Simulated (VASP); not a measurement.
# LaLuN2 (P6_3/mmc) in VASP: single point with r2SCAN

Aim: the single point of LaLuN2 with r2SCAN.

Program: VASP 6.6.1. These are calculated values, not measurements. Logs are shortened: lines on timing, memory, paths and dates and some standing lists are left out, and cuts for length are marked.

### Step 1. Starting point

It takes space group P6_3/mmc (No. 194, hexagonal). Conventional cell: a = 3.489 Å, b = 3.489 Å, c = 11.849 Å, α = 90.00°, β = 90.00°, γ = 120.00°. Around La (site symmetry -6m2) lie 6 N at 2.58 Å. Lu (site symmetry -3m) is surrounded by 6 N at 2.42 Å. N (site symmetry 3m) is surrounded by 3 Lu at 2.42 Å and 3 La at 2.58 Å.

The cell was built by a generator and needn't be a form met in nature.

### Step 2. Single point, r2SCAN

The input, INCAR:

```
PREC = Accurate
ENCUT = 520
EDIFF = 1E-6
ISMEAR = 0
SIGMA = 0.1
LREAL = F
LASPH = T
NELM = 150
ALGO = Normal
ISIF = 2
LWAVE = F
LCHARG = F
METAGGA = R2SCAN
LMIXTAU = T
KPAR = 4
```

The input, KPOINTS:

```
regular mesh
0
Gamma
  10 10 4
```

The input, POSCAR:

```
LaLuN2
1.0
    3.4887320000      0.0000000000      0.0000000000
   -1.7443660000      3.0213300000      0.0000000000
    0.0000000000      0.0000000000     11.8492500000
La Lu N
2 2 4
Direct
    0.3333330000      0.6666670000      0.2500000000
    0.6666670000      0.3333330000      0.7500000000
    0.0000000000      0.0000000000      0.5000000000
    0.0000000000      0.0000000000      0.0000000000
    0.3333330000      0.6666670000      0.8865930000
    0.6666670000      0.3333330000      0.1134070000
    0.6666670000      0.3333330000      0.3865930000
    0.3333330000      0.6666670000      0.6134070000
```

Potentials or basis: VASP PAW PBE potentials, release 64 (La, Lu, N).

Started as:

```bash
$ cat potpaw_PBE.64/La/POTCAR potpaw_PBE.64/Lu/POTCAR potpaw_PBE.64/N/POTCAR > POTCAR
$ mpirun -np 4 vasp_std > vasp.out
```

OUTCAR:

```text
PREC = Accurate
   ENCUT = 520
   EDIFF = 1E-6
   ISMEAR = 0
   LREAL = F
   LASPH = T
   NELM = 150
   ISIF = 2
   METAGGA = R2SCAN

 ion  position               nearest neighbor table
   1  0.333  0.667  0.250-   6 2.58   7 2.58   6 2.58   7 2.58   6 2.58   7 2.58   3 3.58   4 3.58
                             3 3.58   4 3.58   3 3.58   4 3.58
   2  0.667  0.333  0.750-   5 2.58   8 2.58   5 2.58   8 2.58   5 2.58   8 2.58   3 3.58   4 3.58
                             3 3.58   4 3.58   3 3.58   4 3.58
   3  0.000  0.000  0.500-   7 2.42   8 2.42   8 2.42   7 2.42   7 2.42   8 2.42   1 3.58   2 3.58
                             1 3.58   2 3.58   1 3.58   2 3.58
   4  0.000  0.000  0.000-   5 2.42   6 2.42   5 2.42   6 2.42   6 2.42   5 2.42   1 3.58   2 3.58
                             1 3.58   2 3.58   1 3.58   2 3.58
   5  0.333  0.667  0.887-   4 2.42   4 2.42   4 2.42   2 2.58   2 2.58   2 2.58
   6  0.667  0.333  0.113-   4 2.42   4 2.42   4 2.42   1 2.58   1 2.58   1 2.58
   7  0.667  0.333  0.387-   3 2.42   3 2.42   3 2.42   1 2.58   1 2.58   1 2.58
   8  0.333  0.667  0.613-   3 2.42   3 2.42   3 2.42   2 2.58   2 2.58   2 2.58

  LATTYP: Found a hexagonal cell.
 ALAT       =     3.4887320000
 C/A-ratio  =     3.3964345785

  Lattice vectors:

 A1 = (   3.4887320000,   0.0000000000,   0.0000000000)
 A2 = (  -1.7443660000,   3.0213300000,   0.0000000000)
 A3 = (   0.0000000000,   0.0000000000,  11.8492500000)

Analysis of symmetry for initial positions (statically):
=====================================================================
 Subroutine PRICEL returns:
 Original cell was already a primitive cell.

 Routine SETGRP: Setting up the symmetry group for a
 hexagonal supercell.

 Subroutine GETGRP returns: Found 24 space group operations
 (whereof 12 operations were pure point group operations)
 out of a pool of 24 trial point group operations.

The static configuration has the point symmetry D_3d.
 The point group associated with its full space group is D_6h.

Analysis of symmetry for dynamics (positions and initial velocities):
=====================================================================
 Subroutine PRICEL returns:
 Original cell was already a primitive cell.

 Routine SETGRP: Setting up the symmetry group for a
 hexagonal supercell.

 Subroutine GETGRP returns: Found 24 space group operations
 (whereof 12 operations were pure point group operations)
 out of a pool of 24 trial point group operations.

The dynamic configuration has the point symmetry D_3d.
 The point group associated with its full space group is D_6h.

 Subroutine INISYM returns: Found 24 space group operations
 (whereof 12 operations are pure point group operations),
 and found     1 'primitive' translations

----------------------------------------------------------------------------------------

                                     Primitive cell

  volume of cell :     124.8983

  direct lattice vectors                    reciprocal lattice vectors
     3.488732000  0.000000000  0.000000000     0.286637093  0.165490033  0.000000000
    -1.744366000  3.021330000  0.000000000     0.000000000  0.330980065  0.000000000
     0.000000000  0.000000000 11.849250000     0.000000000  0.000000000  0.084393527

  length of vectors
     3.488732000  3.488731533 11.849250000     0.330980021  0.330980065  0.084393527

  position of ions in fractional coordinates (direct lattice)
     0.333333000  0.666667000  0.250000000
     0.666667000  0.333333000  0.750000000
     0.000000000  0.000000000  0.500000000
     0.000000000  0.000000000  0.000000000
     0.333333000  0.666667000  0.886593000
     0.666667000  0.333333000  0.113407000
     0.666667000  0.333333000  0.386593000
     0.333333000  0.666667000  0.613407000

  ion indices of the primitive-cell ions
   primitive index   ion index
                 1           1
                 2           2
                 3           3
                 4           4
                 5           5
                 6           6
                 7           7
                 8           8

----------------------------------------------------------------------------------------

 KPOINTS: regular mesh

Automatic generation of k-mesh.
 Grid dimensions read from file:
 generate k-points for:   10   10    4

 Generating k-lattice:

  Cartesian coordinates                     Fractional coordinates (reciprocal lattice)
     0.028663709  0.016549003  0.000000000     0.100000000  0.000000000  0.000000000
     0.000000000  0.033098007  0.000000000     0.000000000  0.100000000  0.000000000
     0.000000000  0.000000000  0.021098382     0.000000000  0.000000000  0.250000000

  Length of vectors
     0.033098002  0.033098007  0.021098382

  Shift w.r.t. Gamma in fractional coordinates (k-lattice)
     0.000000000  0.000000000  0.000000000

 Subroutine IBZKPT returns following result:
 ===========================================

 Found     42 irreducible k-points:

 Following reciprocal coordinates:
            Coordinates               Weight
  0.000000  0.000000  0.000000      1.000000
  0.100000  0.000000  0.000000      6.000000
  0.200000  0.000000  0.000000      6.000000
  0.300000  0.000000  0.000000      6.000000
  0.400000  0.000000  0.000000      6.000000
  0.500000 -0.000000  0.000000      3.000000
[... 16 lines left out ...]
  0.300000  0.100000  0.250000     24.000000
  0.400000  0.100000  0.250000     24.000000
 [... further k-points ...]
   k-points           NKPTS =     42   k-points in BZ     NKDIM =     42   number of bands    NBANDS=     55
   number of dos      NEDOS =    301   number of ions     NIONS =      8
   total plane-waves  NPLWV =  70560
   dimension x,y,z NGX =    28 NGY =   28 NGZ =   90
   dimension x,y,z NGXF=    56 NGYF=   56 NGZF=  180
   ions per type =               2   2   4
   NGX,Y,Z   is equivalent  to a cutoff of  13.34, 13.34, 12.63 a.u.
   NGXF,Y,Z  is equivalent  to a cutoff of  26.69, 26.69, 25.25 a.u.
 SYSTEM =  unknown system
   PREC   = accura    normal or accurate (medium, high low for compatibility)
   ISTART =      0    job   : 0-new  1-cont  2-samecut
   ICHARG =      2    charge: 1-file 2-atom 10-const
   ISPIN  =      1    spin polarized calculation?
   LNONCOLLINEAR =      F non collinear calculations
   LSORBIT =      F    spin-orbit coupling
   LASPH  =      T    aspherical Exc in radial PAW
   ENCUT  =  520.0 eV  38.22 Ry    6.18 a.u.   6.49  6.49 22.03*2*pi/ulx,y,z
   NELM   =    150;   NELMIN=  2; NELMDL= -5     # of ELM steps
   EDIFF  = 0.1E-05   stopping-criterion for ELM
   LREAL  =      F    real-space projection
   EDIFFG = 0.1E-04   stopping-criterion for IOM
   NSW    =      0    number of steps for IOM
   IBRION =     -1    ionic relax: 0-MD 1-quasi-New 2-CG
   NFREE  =      0    steps in history (QN), initial steepest desc. (CG)
   ISIF   =      2    stress and relaxation
   ISYM   =      2    0-nonsym 1-usesym 2-fastsym
   POTIM  = 0.5000    time-step for ionic-motion
   TEBEG  =    0.0;   TEEND  =   0.0 temperature during run
   PSTRESS=    0.0 pullay stress
   NELECT =      92.0000    total number of electrons
   NUPDOWN=      -1.0000    fix difference up-down
   EMIN   =  10.00;   EMAX   =-10.00  energy-range for DOS
   EFERMI =   0.00;   METHOD = LEGACY
   ISMEAR =     0;   SIGMA  =   0.10  broadening in eV -4-tet -1-fermi 0-gaus
   EFERMI_NEDOS =   21; number of points for ismear=-14 and -15
   IALGO  =     38    algorithm
   IMIX   =      4    mixing-type and parameters
     AMIX     =   0.40;   BMIX     =  1.00
     AMIX_MAG =   1.60;   BMIX_MAG =  1.00
  volume/ion in A,a.u.               =      15.61       105.36
  Fermi-wavevector in a.u.,A,eV,Ry     =   1.478491  2.793942 29.741443  2.185934
  Thomas-Fermi vector in A             =   2.592765
   LORBIT       =      0    0 simple, 1 ext, 2 COOP (PROOUT), +10 PAW based schemes
   METAGGA = R2SCAN    functional components
   LHFCALC =     F    Hartree Fock is set to
   AEXX    =    0.0000 exact exchange contribution
   IVDW    =     0    specifies the selected vdW correction
   LEPSILON=     F    determine dielectric tensor
   LRPA    =     F    only Hartree local field effects (RPA)
 non-spin polarized calculation
 Gauss-broadening in eV      SIGMA  =   0.10
  energy-cutoff  :      520.00
  volume of cell :      124.90
 maximum number of plane-waves:      3404
 NGX is ok and might be reduce to    28
   NGX = 13   NGY = 13   NGZ = 45

 number of electron      91.9999982 magnetization

 Free energy of the ion-electron system (eV)
  ---------------------------------------------------
  ext. energy  EPLUGINS =         0.00000000
  ---------------------------------------------------
  free energy    TOTEN  =      -186.29515992 eV

  energy without entropy =     -186.29515991  energy(sigma->0) =     -186.29515991

 E-fermi :   6.7456     XC(G=0): -12.3339

 val. band max:        6.4251056942   @ k =   0.0000   0.0000   0.0000
 cond. band min:       7.0823377669   @ k =   0.5000  -0.0000   0.0000
 fundamental gap:      0.6572320726
 Fermi energy:         6.7456405603

 k-point     1 :       0.0000    0.0000    0.0000
  band No.  band energies     occupation
      1     -49.8132      2.00000
      2     -49.8132      2.00000
      3     -26.1761      2.00000
      4     -26.1719      2.00000
      5     -20.0330      2.00000
      6     -20.0080      2.00000
[... 47 lines left out ...]
     54      10.2241      0.00000
     55      10.6451      0.00000

 k-point     2 :       0.1000    0.0000    0.0000
  band No.  band energies     occupation
      1     -49.8113      2.00000
      2     -49.8113      2.00000
      3     -26.1446      2.00000
      4     -26.1409      2.00000
      5     -20.0219      2.00000
      6     -19.9993      2.00000
[... 47 lines left out ...]
     54      10.3366      0.00000
     55      10.4615      0.00000
[... 1216 lines left out ...]
     54      10.3915      0.00000
     55      10.6902      0.00000

 k-point    24 :       0.4000    0.1000    0.2500
  band No.  band energies     occupation
      1     -49.7939      2.00000
      2     -49.7939      2.00000
      3     -25.8310      2.00000
      4     -25.8302      2.00000
      5     -20.0916      2.00000
      6     -20.0891      2.00000
[... 47 lines left out ...]
     54      10.4444      0.00000
     55      10.7687      0.00000

 [... further k-points ...]

------------------------ aborting loop because EDIFF is reached ----------------------------------------

  FORCE on cell =-STRESS in cart. coord.  units (eV):
  Direction    XX          YY          ZZ          XY          YZ          ZX
  --------------------------------------------------------------------------------------
  -------------------------------------------------------------------------------------
  Total       -1.2637454     -1.2637450     -1.0068026      0.0000000      0.0000000      0.0000000
  in kB      -16.2111397    -16.2111339    -12.9151152      0.0000000      0.0000000      0.0000000
  external PRESSURE =     -15.1124629 kB  Pullay stress =       0.0000000 kB

 VOLUME and BASIS-vectors are now :
 -----------------------------------------------------------------------------
  energy-cutoff  :      520.00
  volume of cell :      124.90
      direct lattice vectors                 reciprocal lattice vectors
     3.488732000  0.000000000  0.000000000     0.286637093  0.165490033  0.000000000
    -1.744366000  3.021330000  0.000000000     0.000000000  0.330980065  0.000000000
     0.000000000  0.000000000 11.849250000     0.000000000  0.000000000  0.084393527

 POSITION                                       TOTAL-FORCE (eV/Angst)
 -----------------------------------------------------------------------------------
     -0.00000      2.01422      2.96231        -0.000000     -0.000000      0.000000
      1.74437      1.00711      8.88694         0.000000     -0.000000      0.000000
      0.00000      0.00000      5.92462         0.000000      0.000000      0.000000
      0.00000      0.00000      0.00000        -0.000000      0.000000      0.000000
     -0.00000      2.01422     10.50546        -0.000000     -0.000000      0.050976
      1.74437      1.00711      1.34379         0.000000      0.000000     -0.050976
      1.74437      1.00711      4.58084        -0.000000      0.000000      0.050976
     -0.00000      2.01422      7.26841        -0.000000     -0.000000     -0.050976
 -----------------------------------------------------------------------------------
    total drift:                               -0.006892      0.003979     -0.002395

  FREE ENERGIE OF THE ION-ELECTRON SYSTEM (eV)
  ---------------------------------------------------
  free  energy   TOTEN  =      -186.2951599163 eV

  energy  without entropy=     -186.2951599064  energy(sigma->0) =     -186.29515991
```

Run time: 5.4 min. Hardware: 4 MPI ranks of Intel Xeon 6975P-C (Granite Rapids), shared host; peak memory 0.47 GiB.

Results:

| Item | Value |
| --- | --- |
| Free energy | -186.2952 eV |
| Pressure | -1.5 GPa |
| Largest force | 0.051 eV/Å |
| Band gap on the k mesh | 0.66 eV, indirect (least direct gap 1.17 eV) |

Forces in eV/Å, atoms in the order of the input:
```
La   0.000  0.000  0.000
La   0.000  0.000  0.000
Lu   0.000  0.000  0.000
Lu   0.000  0.000  0.000
N    0.000  0.000  0.051
N    0.000  0.000 -0.051
N    0.000  0.000  0.051
N    0.000  0.000 -0.051
```

Stress tensor (GPa, compression positive):
```
-1.62  0.00  0.00
 0.00 -1.62  0.00
 0.00  0.00 -1.29
```

Levels at points of the mesh, in eV from the valence-band top:
```tsv
k point	band 44	band 45	band 46	band 47	band 48	band 49
(0.00, 0.00, 0.00)	-0.76	-0.76	0.00	1.86	2.16	2.62
(0.50, 0.00, 0.00)	-1.59	-0.59	-0.51	0.66	2.16	2.59
(0.00, 0.00, 0.50)	-0.89	-0.88	-0.88	2.04	2.04	2.98
(0.50, 0.00, 0.50)	-1.17	-0.90	-0.90	1.27	1.27	3.26
```

Caveat: the PAW data sets were made with another functional, which shifts forces and pressure a little; spin-orbit coupling is left out, which moves the levels of the heavy elements. r2SCAN opens gaps a little over a GGA but as a rule still falls short of measured ones.
